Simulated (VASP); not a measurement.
Computed with PBEsol GGA, VASP's PBE PAW potentials (set 64) (plane waves; VASP 6.6.1).

VASP input:

### INCAR
```
SYSTEM=SnO
PREC=Accurate; ENCUT=620; LREAL=.FALSE.
LASPH=.TRUE.
EDIFF=1E-6; NELM=100; ALGO=Normal
LMAXMIX=4
ISMEAR=1; SIGMA=0.1
GGA=PS
IBRION=2; NSW=40; ISIF=3
EDIFFG=-0.02; PSTRESS=450
LWAVE=.FALSE.; LCHARG=.FALSE.
```

### KPOINTS
```
Automatic mesh
0
Gamma
12 12 5
0 0 0
```

### POSCAR
```
SnO
1.0
  2.9277585663   0.0000000006   0.0000000000
 -1.4638792825   2.5355138617   0.0000000000
  0.0000000000   0.0000000000   6.9878143154
Sn O
2 2
Cart
 -0.0000014634   1.6903434198   0.2541434266
  1.4638807472   0.8451704425   3.7480505843
 -0.0000014634   1.6903434198   2.3662869416
  1.4638807472   0.8451704425   5.8601940993
```

POTCAR, in this order: Sn_d O (PBE.64 set). Program: vasp_std.

Energy and stress use the plane-wave basis of the starting cell. Unless said otherwise, spin-orbit coupling is left out, though it shifts the bands of the heavy elements here.

**Question.** What does the run give for the energy per atom (σ→0), volume per atom, band gap (on the k-mesh)?

**Answer.** 
* **energy per atom (σ→0)**: -5.183 eV/atom
* **band gap (on the k-mesh)**: none (metal, semimetal or under 0.01 eV)
* **volume per atom**: 12.17 Å^3/atom

### OSZICAR
```
...
   7 F= -.70641815E+01 E0= -.70643548E+01  d E =-.231439E-03
       N       E                     dE             d eps       ncg     rms          rms(c)
DAV:   1    -0.207326152911E+02   -0.17236E-02   -0.46854E-02  2808   0.169E+00    0.810E-02
DAV:   2    -0.207327506797E+02   -0.13539E-03   -0.27914E-03  3392   0.554E-01    0.413E-02
DAV:   3    -0.207327152980E+02    0.35382E-04   -0.13276E-04  4024   0.124E-01    0.244E-02
DAV:   4    -0.207327052476E+02    0.10050E-04   -0.27175E-05  4040   0.605E-02    0.676E-03
DAV:   5    -0.207327049844E+02    0.26319E-06   -0.43856E-06  2920   0.227E-02
   8 F= -.70643609E+01 E0= -.70645368E+01  d E =-.410848E-03
```

The structure was generated: SnO was put into the wurtzite type (P6_3mc), which need not be its known phase. This run relaxes it under an external pressure of 45 GPa. Symmetry was kept, so distortions that lower it aren't found.
